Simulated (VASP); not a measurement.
LaAg2Ge2:

```
La Ag Ge
1.0
    -2.18325    2.18325    5.48400
     2.18325   -2.18325    5.48400
     2.18325    2.18325   -5.48400
La Ag Ge
1 2 2
Cartesian
  0.0000 0.0000 0.0000
  0.0000 2.1833 2.7420
  2.1833 0.0000 2.7420
  0.0000 0.0000 4.2571
  0.0000 0.0000 6.7109
```

The cell comes from a database or a generator and needn't be the stable form of this composition.

```yaml
Program: VASP 6.6.1
Task: relaxation of cell and atoms
Functional: PBEsol
Potentials_or_basis: VASP PAW PBE potentials, release 64 (La, Ag, Ge_d)
Cutoff: 600 eV
k_mesh: 12 × 12 × 12
Occupations: gaussian, width 0.1 eV
Spin: no spin polarisation
```

At the start: pressure -3.0 GPa; volume 20.91 Å³/atom.

Q: How do energy, volume and symmetry change on relaxing?

A: Over 11 steps the energy falls by 7.3 meV/atom and the volume is 20.21 Å³/atom (-3.4 %); space group I4/mmm (No. 139, to 0.05 Å).

Step by step:
| step | energy change (eV) | largest force (eV/Å) | pressure (GPa) | volume (Å³) |
| --- | --- | --- | --- | --- |
| 1 | 0.0000 | 0.2156 | -2.97 | 104.56 |
| 2 | -0.0212 | 0.0258 | 2.22 | 98.80 |
| 3 | -0.0360 | 0.0780 | 0.04 | 100.97 |
| 4 | -0.0360 | 0.0750 | 0.11 | 100.90 |
| 5 | -0.0364 | 0.0104 | 0.07 | 100.95 |
| 6 | -0.0364 | 0.0018 | 0.06 | 100.96 |
| 7 | -0.0364 | 0.0039 | -0.03 | 101.07 |
| 8 | -0.0365 | 0.0057 | -0.06 | 101.10 |
| 9 | -0.0365 | 0.0073 | 0.00 | 101.04 |
| 10 | -0.0365 | 0.0073 | 0.01 | 101.03 |
| 11 | -0.0365 | 0.0013 | -0.01 | 101.04 |

Final structure:
```
CELL_PARAMETERS angstrom
-2.15957 2.15957 5.41642
2.15957 -2.15957 5.41642
2.15957 2.15957 -5.41642
ATOMIC_POSITIONS crystal
La 0.00000 0.00000 0.00000
Ag 0.75000 0.25000 0.50000
Ag 0.25000 0.75000 0.50000
Ge 0.38702 0.38702 0.00000
Ge 0.61298 0.61298 0.00000
```

Caveat: the PAW data sets were made with another functional, which shifts forces and pressure a little.
